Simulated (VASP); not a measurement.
Input of a VASP 6.6.1 run:

Contents of INCAR:

```
SYSTEM = Ga4SbP3
  PREC = Accurate
  ENCUT = 520
  EDIFF = 1E-7
  ISMEAR = 0
  SIGMA = 0.01
  LREAL = Auto
  LASPH = .TRUE.
  NELM = 100
  ALGO = Fast
  ISIF = 2
  LWAVE = .FALSE.
  LCHARG = .FALSE.
  GGA = PS
  NBANDS = 86
```

Contents of KPOINTS:

```
Automatic mesh
0
G
  4 4 4
  0 0 0
```

File POSCAR:

```
Ga4SbP3
1.0
   -0.0053520742      5.6069367683      5.6171788858
    5.6069367683     -0.0053520742      5.6171788858
    5.6015846941      5.6015846941      0.0000000000
Ga Sb P
8 2 6
Direct
   -0.0152014203     -0.0152014203      0.0152014203
   -0.0152014203     -0.0152014203      0.5152014203
   -0.0071351810      0.5199771161     -0.0064209676
   -0.0071351810      0.5199771161      0.4935790324
    0.5199771161     -0.0071351810     -0.0064209676
    0.5199771161     -0.0071351810      0.4935790324
    0.5016652881      0.5016652881     -0.0016652881
    0.5016652881      0.5016652881      0.4983347119
    0.1251666135      0.1251666135      0.1248333865
    0.1251666135      0.1251666135      0.6248333865
    0.1251633547      0.6243354785      0.1252505834
    0.1251633547      0.6243354785      0.6252505834
    0.6243354785      0.1251633547      0.1252505834
    0.6243354785      0.1251633547      0.6252505834
    0.6260287504      0.6260287504      0.1239712496
    0.6260287504      0.6260287504      0.6239712496
```

Potentials or basis: VASP PAW PBE potentials, release 64 (Ga_d, Sb, P).

Run with:

```console
$ cat potpaw_PBE.64/Ga_d/POTCAR potpaw_PBE.64/Sb/POTCAR potpaw_PBE.64/P/POTCAR > POTCAR
$ mpirun -np 1 vasp_std > vasp.out
```

Task: Estimate the pressure.

Result: 0.0 GPa.

Task: What does it give for the band gap on the k mesh?

Result: 0.05 eV.

Forces on the atoms (eV/Å):
```
Ga   0.000  0.000 -0.021
Ga   0.000  0.000 -0.021
Ga   0.009 -0.009  0.006
Ga   0.009 -0.009  0.006
Ga  -0.009  0.009  0.006
Ga  -0.009  0.009  0.006
Ga   0.000  0.000  0.004
Ga   0.000  0.000  0.004
Sb   0.000  0.000  0.000
Sb   0.000  0.000  0.000
P    0.000  0.000  0.000
P    0.000  0.000  0.000
P    0.000  0.000  0.000
P    0.000  0.000  0.000
P    0.000  0.000  0.004
P    0.000  0.000  0.004
```

Caveat: the PAW data sets were made with another functional, which shifts forces and pressure a little; spin-orbit coupling is left out, which moves the levels of the heavy elements. A hybrid or GW would open this gap; PBEsol tends to underestimate it.
